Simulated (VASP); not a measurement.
Runs of VASP 6.6.1 on CdRh3. Symmetry: Fm-3m, No. 225, cubic system. Conventional cell: a = 6.246 Å, b = 6.246 Å, c = 6.246 Å, α = 90.00°, β = 90.00°, γ = 90.00°. Cd (site symmetry m-3m) has 8 Rh at 2.70 Å as nearest neighbours. Rh (site symmetry -43m) is surrounded by 4 Cd at 2.70 Å and 4 Rh at 2.70 Å. Around Rh (site symmetry m-3m) lie 8 Rh at 2.70 Å. The cell was built by a generator and needn't be a form met in nature.

| task | level | U | cell | cutoff (eV) | smearing | gap on the mesh (eV) | pressure (GPa) |
| --- | --- | --- | --- | --- | --- | --- | --- |
| single point | PBE | - | as given | 520 | fermi-dirac 0.05 eV | none | (a) |
| relaxation of cell and atoms | PBE | - | relaxed | 600 | methfessel-paxton 0.1 eV | none | -0.1 |
| single point | rev-vdW-DF2+U | Rh d U = 4 eV | as given | 520 | methfessel-paxton 0.2 eV | none | -3.2 |
| relaxation of the atoms | PBEsol | - | atoms relaxed | 520 | methfessel-paxton 0.1 eV | none | -4.1 |

Alike in all rows: potentials or basis VASP PAW PBE potentials, release 64 (Cd, Rh_pv); no spin polarisation; k mesh 7 × 7 × 7.

Problem. Fill in the values left out.

Solution. (a) 5.0.

Caveats: the PAW data sets were made with another functional, which shifts forces and pressure a little (some runs); U without spin polarisation on a metal has little footing (some runs); the U is typed as a test and isn't derived for this compound (some runs).

A k mesh can miss the band edges, and the runs leave out spin-orbit coupling on Cd, Rh.

A gap of «none» marks a metal or a gap under the smearing width.

Not every run made on this cell is shown here.
